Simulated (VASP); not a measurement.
Given:

```
CELL_PARAMETERS angstrom
      3.54333     0.00000     0.00000
     -1.77167     3.06862     0.00000
      0.00000     0.00000    16.94002
ATOMIC_POSITIONS crystal
  Ti 0.00000 0.00000 0.50000
  Se 0.33333 0.66667 0.58678
  Se 0.66667 0.33333 0.41322
```

The numbers are results of PBE GGA, VASP's PBE PAW potentials (set 64) (plane waves; VASP), not measurements. Run with 300 eV cut-off, 6×6×1 Γ-centred mesh, Gaussian smearing of 0.14 eV, potentials Ti_sv Se.

The cell holds a wide vacuum, so values per volume refer to the whole cell.

Problem. Estimate the energy per atom (σ→0), band gap (on the k-mesh) with the smallest direct gap where there is one.

Solution. 
```json
{
 "band gap (on the k-mesh)": "none (metal, semimetal or under 0.01 eV)",
 "energy per atom (σ→0)": "-6.035 eV/atom"
}
```

The cell is a sheet with vacuum, built from a generated structure.
